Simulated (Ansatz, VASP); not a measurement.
# Cross-check of HfO2 between VASP and Ansatz

Wanted: the spread between two codes on one cell, functional and k mesh. The cell is taken from a series of runs on this material, whose earlier steps may have relaxed, scaled, displaced or heated it; both programs get it as it stands.

Main program and level: Ansatz 0.2.0; plane waves, with VASP 6.6.1 beside it; zone-centre phonons at LDA.

### Step 1. Starting point

The structure is cubic, space group Fm-3m (No. 225). Conventional cell: a = 4.934 Å, b = 4.934 Å, c = 4.934 Å, α = 90.00°, β = 90.00°, γ = 90.00°. Nearest to O lie 4 Hf at 2.14 Å. Nearest to Hf lie 8 O at 2.14 Å. Farther neighbours and most contacts between anions are not listed.

### Step 2. VASP: zone-centre phonons, LDA, pair 1

Second derivatives magnify differences that forces hide, and they need a tight electronic threshold.

Lines of VASP's logs that name or quote its potential files are left out, and so is its time.

Contents of INCAR:

```
SYSTEM = HfO2
PREC = Accurate
ENCUT = 600
EDIFF = 1E-08
NELM = 120
ISMEAR = 0
SIGMA = 0.01
LREAL = .FALSE.
ALGO = Normal
GGA = PW92
NBANDS = 17
LASPH = .TRUE.
LORBIT = 11
LWAVE = .FALSE.
LCHARG = .FALSE.
ISIF = 2
IBRION = 8
LEPSILON = .TRUE.
GGA_COMPAT = .FALSE.
EFERMI = MIDGAP
KPAR = 2
```

Contents of POSCAR:

```
HfO2
1.0
    0.0000000000      2.4670666155      2.4670666155
    2.4670666155      0.0000000000      2.4670666155
    2.4670666155      2.4670666155      0.0000000000
O Hf
2 1
Direct
    0.2500000000      0.2500000000      0.2500000000
    0.7500000000      0.7500000000      0.7500000000
    0.0000000000      0.0000000000      0.0000000000
```

Contents of KPOINTS:

```
Automatic mesh
0
Gamma
8 8 8
0 0 0
```

The projector-augmented-wave data sets are O and Hf_pv (LDA family, release 64).

On the command line:

```sh
mpirun -np 2 vasp_std
```

Numbers of over 12 decimals in the logs are rounded to 6 here.

Output:

```text
[banner, memory and clock lines left out]
running    2 mpi-ranks, on    1 nodes
 distrk:  each k-point on    1 cores,    2 groups
 distr:  one band on    1 cores,    1 groups

 POSCAR found type information on POSCAR O Hf
 POSCAR found :  2 types and       3 ions
|                                                                             |
|               ----> ADVICE to this user running VASP <----                  |
|                                                                             |
|     You enforced a specific xc type in the INCAR file but a different       |
|     [... a line on the potential file left out ...]
|     I HOPE YOU KNOW WHAT YOU ARE DOING!                                     |
|                                                                             |

 LDA part: xc-table for (Slater(with rela. corr.)+PW92), standard interpolation
 POSCAR, INCAR and KPOINTS ok, starting setup
 FFT: planning ... GRIDC
 FFT: planning ... GRID_SOFT
 FFT: planning ... GRID
 WAVECAR not read
 entering main loop
       N       E                     dE             d eps       ncg     rms          rms(c)
DAV:   1     0.100897014970E+03    0.10090E+03   -0.13879E+04   986   0.144E+03
DAV:   2    -0.350467106432E+02   -0.13594E+03   -0.13303E+03  1336   0.321E+02
DAV:   3    -0.386179847260E+02   -0.35713E+01   -0.35639E+01  1114   0.480E+01
DAV:   4    -0.386376053053E+02   -0.19621E-01   -0.19617E-01  1279   0.382E+00
DAV:   5    -0.386377296297E+02   -0.12432E-03   -0.12431E-03  1159   0.280E-01    0.589E+01
DAV:   6    -0.332579158360E+02    0.53798E+01   -0.21606E+01  1000   0.344E+01    0.488E+01
DAV:   7    -0.331231834584E+02    0.13473E+00   -0.66620E-01  1130   0.709E+00    0.311E+01
DAV:   8    -0.330800189517E+02    0.43165E-01   -0.16429E-01  1015   0.390E+00    0.753E+00
DAV:   9    -0.330683895221E+02    0.11629E-01   -0.35667E-02  1066   0.162E+00    0.240E+00
DAV:  10    -0.330680360170E+02    0.35351E-03   -0.21616E-03  1198   0.369E-01    0.676E-02
DAV:  11    -0.330680323252E+02    0.36917E-05   -0.12207E-04  1213   0.931E-02    0.456E-02
DAV:  12    -0.330680328698E+02   -0.54456E-06   -0.55684E-06  1190   0.189E-02    0.280E-02
DAV:  13    -0.330680329382E+02   -0.68417E-07   -0.16740E-07  1267   0.359E-03    0.239E-03
DAV:  14    -0.330680329392E+02   -0.99226E-09   -0.18704E-09   762   0.436E-04
   1 F= -.33068033E+02 E0= -.33068033E+02  d E =0.000000E+00
 Linear response reoptimize wavefunctions to high precision
DAV:   1    -0.330680329398E+02   -0.58935E-09   -0.11359E-09   883   0.322E-04
DAV:   2    -0.330680329398E+02    0.86402E-11   -0.11579E-10   563   0.879E-05
 Linear response G [H, r] |phi>, progress :
  Direction:   1
       N       E                     dE             d eps       ncg     rms
RMM:   1    -0.926163559452E+02   -0.92616E+02    0.76276E+02  1457   0.189E+02
RMM:   2    -0.898639917411E+02    0.27524E+01   -0.19445E+01  1586   0.300E+01
RMM:   3    -0.899006538907E+02   -0.36662E-01   -0.88131E-01  1962   0.393E+00
RMM:   4    -0.899089205670E+02   -0.82667E-02   -0.65262E-02  2019   0.816E-01
RMM:   5    -0.899095053208E+02   -0.58475E-03   -0.35427E-03  2054   0.182E-01
RMM:   6    -0.899095427743E+02   -0.37453E-04   -0.51059E-04  2032   0.484E-02
RMM:   7    -0.899095455322E+02   -0.27579E-05   -0.25507E-04  2040   0.166E-02
RMM:   8    -0.899095463002E+02   -0.76801E-06   -0.17842E-04  1875   0.796E-03
RMM:   9    -0.899095466423E+02   -0.34213E-06   -0.13087E-04  1791   0.603E-03
RMM:  10    -0.899095457294E+02    0.91292E-06   -0.23186E-04  1705   0.541E-03
RMM:  11    -0.899095456126E+02    0.11683E-06   -0.42247E-04  1550   0.527E-03
RMM:  12    -0.899095457807E+02   -0.16817E-06   -0.59944E-04  1404   0.521E-03
RMM:  13    -0.899095451044E+02    0.67633E-06   -0.46741E-04  1333   0.521E-03
 Linear response G [H, r] |phi>, progress :
  Direction:   2
       N       E                     dE             d eps       ncg     rms
RMM:   1    -0.894070515721E+02   -0.89407E+02    0.80904E+02  1454   0.189E+02
RMM:   2    -0.861311180020E+02    0.32759E+01   -0.20133E+01  1599   0.307E+01
RMM:   3    -0.861476819336E+02   -0.16564E-01   -0.75784E-01  1977   0.391E+00
RMM:   4    -0.861539144619E+02   -0.62325E-02   -0.45405E-02  2009   0.806E-01
RMM:   5    -0.861544448361E+02   -0.53037E-03   -0.46097E-03  2052   0.201E-01
RMM:   6    -0.861544852377E+02   -0.40402E-04   -0.60785E-04  2024   0.550E-02
RMM:   7    -0.861544856108E+02   -0.37307E-06   -0.20593E-04  2024   0.179E-02
RMM:   8    -0.861544858949E+02   -0.28414E-06   -0.22701E-04  1868   0.839E-03
RMM:   9    -0.861544784729E+02    0.74220E-05    0.69047E-05  1771   0.616E-03
RMM:  10    -0.861544857653E+02   -0.72924E-05   -0.18106E-03  1723   0.549E-03
RMM:  11    -0.861544870426E+02   -0.12774E-05   -0.24141E-03  1592   0.531E-03
[...]
RMM:  16    -0.361689114075E+00    0.68539E-09   -0.12210E-07  4293   0.167E-04    0.139E-06
RMM:  17    -0.361689113951E+00    0.12438E-09   -0.11834E-07  4330   0.167E-04    0.661E-07
RMM:  18    -0.361689113779E+00    0.17140E-09   -0.12024E-07  4320   0.167E-04    0.134E-07
RMM:  19    -0.361689113696E+00    0.83236E-10   -0.12159E-07  4332   0.167E-04    0.987E-08
 first order change of Fermi-energy   0.17024E-04
 force on displaced ion       1 direction 1 : -13.866  -0.000  -0.000
 Born effective charge ion    1 direction 1 :  -2.784   0.000   0.000
 Linear response progress:
  Degree of freedom:   2/  2
       N       E                     dE             d eps       ncg     rms          rms(c)
RMM:   1    -0.229780912871E+00   -0.22978E+00    0.22817E+00  2480   0.954E+00
RMM:   2    -0.221097965063E+00    0.86829E-02   -0.27677E-02  3025   0.114E+00    0.953E-01
RMM:   3    -0.220331710238E+00    0.76625E-03   -0.10253E-03  3664   0.150E-01    0.500E-01
RMM:   4    -0.219730300324E+00    0.60141E-03   -0.10942E-04  3929   0.589E-02    0.220E-01
RMM:   5    -0.219409236300E+00    0.32106E-03   -0.19088E-05  4084   0.266E-02    0.237E-02
RMM:   6    -0.219427529388E+00   -0.18293E-04   -0.24732E-06  3933   0.909E-03    0.177E-02
RMM:   7    -0.219430796305E+00   -0.32669E-05   -0.58761E-07  4342   0.212E-03    0.130E-02
RMM:   8    -0.219429497052E+00    0.12993E-05   -0.65632E-06  4141   0.870E-04    0.324E-04
RMM:   9    -0.219429139223E+00    0.35783E-06   -0.40565E-06  4491   0.430E-04    0.222E-04
RMM:  10    -0.219429439548E+00   -0.30032E-06   -0.26086E-06  4223   0.266E-04    0.157E-05
RMM:  11    -0.219429470435E+00   -0.30887E-07   -0.13767E-06  4444   0.215E-04    0.371E-05
RMM:  12    -0.219429478289E+00   -0.78544E-08   -0.87057E-07  4370   0.194E-04    0.402E-05
RMM:  13    -0.219429492308E+00   -0.14019E-07   -0.47658E-07  4012   0.185E-04    0.286E-05
RMM:  14    -0.219429495968E+00   -0.36596E-08   -0.31393E-07  3659   0.182E-04    0.190E-05
[...]
RMM:  90    -0.219429500587E+00   -0.37705E-10   -0.17791E-07  2768   0.177E-04    0.108E-06
RMM:  91    -0.219429500573E+00    0.14419E-10   -0.11999E-07  2766   0.177E-04    0.477E-07
RMM:  92    -0.219429500580E+00   -0.69766E-11   -0.16586E-07  2766   0.178E-04    0.105E-06
RMM:  93    -0.219429500669E+00   -0.89436E-10   -0.11367E-07  2758   0.177E-04    0.486E-07
RMM:  94    -0.219429500566E+00    0.10325E-09   -0.15500E-07  2766   0.178E-04    0.100E-06
RMM:  95    -0.219429500567E+00   -0.79331E-12   -0.10275E-07  2767   0.177E-04    0.523E-07
RMM:  96    -0.219429500570E+00   -0.29020E-11   -0.15294E-07  2767   0.178E-04    0.101E-06
RMM:  97    -0.219429500544E+00    0.26018E-10   -0.96837E-08  2764   0.177E-04    0.546E-07
 first order change of Fermi-energy   0.95984E-04
 force on displaced ion       3 direction 1 :  -8.322   0.000   0.000
 Born effective charge ion    3 direction 1 :   5.568   0.000   0.000
 Born effective charges drift removed
 Linear response finished
```

From OUTCAR (step 2):

```text
ion  position               nearest neighbor table
   1  0.250  0.250  0.250-   3 2.14   3 2.14   3 2.14   3 2.14
   2  0.750  0.750  0.750-   3 2.14   3 2.14   3 2.14   3 2.14
   3  0.000  0.000  0.000-   2 2.14   2 2.14   2 2.14   1 2.14   1 2.14   1 2.14   2 2.14   1 2.14

  LATTYP: Found a face centered cubic cell.
 ALAT       =     4.9341332310

 Subroutine GETGRP returns: Found 48 space group operations
 (whereof 48 operations were pure point group operations)

The static configuration has the point symmetry O_h .

 Found     29 irreducible k-points:

   k-points           NKPTS =     29   k-points in BZ     NKDIM =     29   number of bands    NBANDS=     17

   dimension x,y,z NGX =    28 NGY =   28 NGZ =   28
   dimension x,y,z NGXF=    56 NGYF=   56 NGZF=   56

   ENCUT  =  600.0 eV  44.10 Ry    6.64 a.u.   6.97  6.97  6.97*2*pi/ulx,y,z

   NELECT =      22.0000    total number of electrons

 k-points in reciprocal lattice and weights: Automatic mesh
   0.00000000  0.00000000  0.00000000       0.002
   0.12500000  0.00000000  0.00000000       0.016
   0.25000000  0.00000000  0.00000000       0.016
   0.37500000  0.00000000  0.00000000       0.016
   0.50000000  0.00000000  0.00000000       0.008
   0.12500000  0.12500000  0.00000000       0.012
   0.25000000  0.12500000  0.00000000       0.047
   0.37500000  0.12500000  0.00000000       0.047
   0.50000000  0.12500000  0.00000000       0.047
[...]
-0.37500000  0.50000000  0.12500000       0.023
  -0.25000000  0.50000000  0.25000000       0.012

 average (electrostatic) potential at core
       1 -69.9989       2 -69.9989       3 -36.5242

  Total        1.5570760      1.5570760      1.5570760     -0.0000000     -0.0000000     -0.0000000
  in kB       83.0706797     83.0706797     83.0706797     -0.0000000     -0.0000000     -0.0000000
  external PRESSURE =      83.0706797 kB  Pullay stress =       0.0000000 kB

  energy-cutoff  :      600.00
  volume of cell :       30.03
      direct lattice vectors                 reciprocal lattice vectors
     0.000000000  2.467066615  2.467066615    -0.202669842  0.202669842  0.202669842
     2.467066615  0.000000000  2.467066615     0.202669842 -0.202669842  0.202669842
     2.467066615  2.467066615  0.000000000     0.202669842  0.202669842 -0.202669842

 POSITION                                       TOTAL-FORCE (eV/Angst)
 -----------------------------------------------------------------------------------
      1.23353      1.23353      1.23353        -0.000000     -0.000000      0.000000
      3.70060      3.70060      3.70060         0.000000      0.000000     -0.000000
      0.00000      0.00000      0.00000        -0.000000     -0.000000     -0.000000
 -----------------------------------------------------------------------------------
    total drift:                                0.000000      0.000000      0.000000

 MACROSCOPIC STATIC DIELECTRIC TENSOR (including local field effects in DFT)
 ------------------------------------------------------
           5.322170    -0.000000     0.000000
          -0.000000     5.322170    -0.000000
          -0.000000    -0.000000     5.322170
 ------------------------------------------------------

 PIEZOELECTRIC TENSOR (including local field effects)  for field in x, y, z        (C/m^2)
          XX          YY          ZZ          XY          YZ          ZX
  --------------------------------------------------------------------------------
  x     0.00000     0.00000     0.00000     0.00000     0.00000     0.00000
  y     0.00000     0.00000     0.00000     0.00000     0.00000     0.00000
  z     0.00000     0.00000     0.00000     0.00000     0.00000     0.00000

 BORN EFFECTIVE CHARGES (including local field effects) (in |e|, cummulative output)
 ---------------------------------------------------------------------------------
 ion    1
    1    -2.78422     0.00000     0.00000
    2     0.00000    -2.78422     0.00000
    3     0.00000     0.00000    -2.78422
 ion    2
    1    -2.78422     0.00000     0.00000
    2     0.00000    -2.78422     0.00000
    3     0.00000     0.00000    -2.78422
 ion    3
    1     5.56844     0.00000     0.00000
    2     0.00000     5.56844     0.00000
    3     0.00000     0.00000     5.56844

 Eigenvectors and eigenvalues of the dynamical matrix
 ----------------------------------------------------

   1 f  =   18.972121 THz   119.205352 2PiTHz  632.841836 cm-1    78.462352 meV
             X         Y         Z           dx          dy          dz
      1.233533  1.233533  1.233533     0.681101    0.138247   -0.130341
      3.700600  3.700600  3.700600    -0.681101   -0.138247    0.130341
      0.000000  0.000000  0.000000     0.000000   -0.000000    0.000000

   2 f  =   18.972121 THz   119.205352 2PiTHz  632.841836 cm-1    78.462352 meV
             X         Y         Z           dx          dy          dz
      1.233533  1.233533  1.233533     0.115727   -0.686558   -0.123471
      3.700600  3.700600  3.700600    -0.115727    0.686558    0.123471
      0.000000  0.000000  0.000000     0.000000   -0.000000    0.000000

   3 f  =   18.972121 THz   119.205352 2PiTHz  632.841836 cm-1    78.462352 meV
             X         Y         Z           dx          dy          dz
      1.233533  1.233533  1.233533    -0.150693    0.097598   -0.683934
      3.700600  3.700600  3.700600     0.150693   -0.097598    0.683934
      0.000000  0.000000  0.000000     0.000000   -0.000000    0.000000

   4 f  =    8.664135 THz    54.438367 2PiTHz  289.004443 cm-1    35.831968 meV
             X         Y         Z           dx          dy          dz
      1.233533  1.233533  1.233533    -0.000000    0.000000   -0.651232
      3.700600  3.700600  3.700600    -0.000000    0.000000   -0.651232
      0.000000  0.000000  0.000000    -0.000000    0.000000    0.389608

   5 f  =    8.664135 THz    54.438367 2PiTHz  289.004443 cm-1    35.831968 meV
             X         Y         Z           dx          dy          dz
      1.233533  1.233533  1.233533     0.000000    0.651232   -0.000000
      3.700600  3.700600  3.700600     0.000000    0.651232    0.000000
      0.000000  0.000000  0.000000    -0.000000   -0.389608    0.000000

   6 f  =    8.664135 THz    54.438367 2PiTHz  289.004443 cm-1    35.831968 meV
             X         Y         Z           dx          dy          dz
      1.233533  1.233533  1.233533    -0.651232   -0.000000    0.000000
      3.700600  3.700600  3.700600    -0.651232    0.000000   -0.000000
      0.000000  0.000000  0.000000     0.389608    0.000000    0.000000

   7 f/i=    0.002797 THz     0.017575 2PiTHz    0.093304 cm-1     0.011568 meV
             X         Y         Z           dx          dy          dz
      1.233533  1.233533  1.233533     0.275369    0.008329    0.000024
      3.700600  3.700600  3.700600     0.275369    0.008329    0.000024
      0.000000  0.000000  0.000000     0.920560    0.027845    0.000080

   8 f/i=    0.002797 THz     0.017575 2PiTHz    0.093304 cm-1     0.011568 meV
             X         Y         Z           dx          dy          dz
      1.233533  1.233533  1.233533     0.001939   -0.064871    0.267741
      3.700600  3.700600  3.700600     0.001939   -0.064871    0.267741
      0.000000  0.000000  0.000000     0.006482   -0.216865    0.895060

   9 f/i=    0.002797 THz     0.017575 2PiTHz    0.093304 cm-1     0.011568 meV
             X         Y         Z           dx          dy          dz
      1.233533  1.233533  1.233533     0.008101   -0.267618   -0.064900
      3.700600  3.700600  3.700600     0.008101   -0.267618   -0.064900
      0.000000  0.000000  0.000000     0.027080   -0.894651   -0.216962

 MACROSCOPIC STATIC DIELECTRIC TENSOR IONIC CONTRIBUTION
 ------------------------------------------------------
          22.437849    -0.000000    -0.000000
          -0.000000    22.437849    -0.000000
          -0.000000    -0.000000    22.437849
 ------------------------------------------------------

 ELASTIC MODULI CONTR FROM IONIC RELAXATION (kBar)
 Direction    XX          YY          ZZ          XY          YZ          ZX
 --------------------------------------------------------------------------------
 XX          -0.0000     -0.0000      0.0000     -0.0000      0.0000      0.0000
 YY          -0.0000     -0.0000      0.0000     -0.0000      0.0000      0.0000
 ZZ           0.0000      0.0000     -0.0000      0.0000     -0.0000     -0.0000
 XY          -0.0000     -0.0000      0.0000   -512.5120      0.0000      0.0000
 YZ           0.0000      0.0000     -0.0000      0.0000   -512.5120     -0.0000
 ZX           0.0000      0.0000     -0.0000      0.0000     -0.0000   -512.5120
 --------------------------------------------------------------------------------

 PIEZOELECTRIC TENSOR IONIC CONTR  for field in x, y, z        (C/m^2)
          XX          YY          ZZ          XY          YZ          ZX
  --------------------------------------------------------------------------------
  x     0.00000    -0.00000     0.00000    -0.00000    -0.00000     0.00000
  y     0.00000    -0.00000     0.00000    -0.00000    -0.00000     0.00000
  z     0.00000    -0.00000     0.00000    -0.00000    -0.00000     0.00000
```

Harder data sets than Hf_pv exist (the GW ones), and pressures, volumes and forces can shift noticeably with them.

[end of part 1 of 3]

[Lines on the potential files, build, host, timing and source positions are cut from VASP's logs without a mark.]

[Logs are printed without paths, hosts, clocks, repeated set-up lines and the standing remarks that a program may print on its own settings, such as how far it seeks lower states.]

[Hosts, paths, dates, database ids (printed as entryN), source tags and the programs' standing remarks are cut or masked in the printed files.]
